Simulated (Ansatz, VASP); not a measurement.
## Two plane-wave programs on GeAu2

```xyz
3
Lattice="0.0000 3.1080 3.1080 3.1080 0.0000 3.1080 3.1080 3.1080 0.0000" Properties=species:S:1:pos:R:3 pbc="T T T"
Ge    0.0000    0.0000    0.0000
Au    1.5540    1.5540    1.5540
Au    4.6621    4.6621    4.6621
```

Alike in both runs: functional PBE; k mesh 6 × 6 × 6; occupations gaussian, width 0.1 eV; no spin polarisation.

Ansatz relaxed the structure, and its values are those at the end. VASP's run is a single point on that final structure, the one shown.

|  | VASP | Ansatz |
| --- | --- | --- |
| version | VASP 6.6.1 | Ansatz 0.2.0 |
| potentials or method | VASP PAW PBE potentials, release 64 (Ge_d, Au) | scalar-relativistic, plane waves, PAW |
| plane-wave cutoff (eV) | 520 | 420 |
| valence electrons in the cell | 36 | 52 |

```csv
,VASP,Ansatz,Ansatz less VASP
gap on the k mesh at the Fermi level (eV),none,none,-
pressure (GPa),-0.1,0.0,+0.08
```

A gap of «none» marks a metal or a gap that the smearing closes. The two sets of potentials don't hold the same shells in valence.

Spin-orbit coupling is left out, which matters for the levels of Au.
